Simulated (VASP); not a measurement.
Method: PBEsol GGA, VASP's PBE PAW potentials (set 64) (plane waves; VASP 6.6.1).

Input for VASP

### INCAR
```
LWAVE = .False.
ISIF = 2
LREAL = .False.
LMAXMIX = 4
SIGMA = 0.1   # width (eV)
LASPH = .True.   # aspherical one-centre terms
NSW = 30
LCHARG = .False.
SYSTEM = NiSb
IBRION = 2
EDIFF = 1E-7
EDIFFG = -0.01
ALGO = Normal   # blocked Davidson
ENCUT = 480   # plane-wave cut-off (eV)
PREC = Accurate
NELM = 100   # most electronic steps
GGA = PS
ISMEAR = 1   # Methfessel-Paxton
```

**POSCAR**
```
NiSb
1.0
  1.9574784943  -3.3735001063   0.0000000000
  1.9574784943   3.3735001063   0.0000000000
  0.0000000000   0.0000000000   5.0500938355
Ni Sb
2 2
direct
  0.0000000000   0.0000000000   0.5000000000
  0.0000000000   0.0000000000   0.0000000000
  0.3333330000   0.6666670000   0.2500000000
  0.6666670000   0.3333330000   0.7500000000
```

### KPOINTS
```
Automatic
0
gamma
  8 8 6
0 0 0
```

POTCAR, in this order: Ni Sb (PBE.64 set). Program: vasp_std.

Unless said otherwise, spin-orbit coupling is left out, though it shifts the bands of the heavy elements here.

Problem. Predict the energy per atom (σ→0), band gap (on the k-mesh).

Solution. 
```
Item                                                         Value
------------------------  ----------------------------------------
energy per atom (σ→0)                               -5.668 eV/atom
band gap (on the k-mesh)  none (metal, semimetal or under 0.01 eV)
```

File OSZICAR:
```
...
DAV:   4    -0.226737112395E+02   -0.54162E-07   -0.53969E-07  3214   0.139E-02
   2 F= -.22673711E+02 E0= -.22673576E+02  d E =-.886731E-04
       N       E                     dE             d eps       ncg     rms          rms(c)
DAV:   1    -0.226737340805E+02   -0.22895E-04   -0.34729E-03  3290   0.365E-01    0.156E-02
DAV:   2    -0.226737495280E+02   -0.15447E-04   -0.16211E-04  3569   0.108E-01    0.823E-03
DAV:   3    -0.226737495397E+02   -0.11723E-07   -0.29551E-06  3740   0.157E-02    0.405E-03
DAV:   4    -0.226737495182E+02    0.21552E-07   -0.26030E-07  2614   0.873E-03
   3 F= -.22673750E+02 E0= -.22673615E+02  d E =-.126952E-03
```

The compound is NiSb in the NiAs type structure. This cell was strained or had an atom moved on purpose. Symmetry was kept, so distortions that lower it aren't found. The run is not spin-polarised, so no magnetic state was tried.
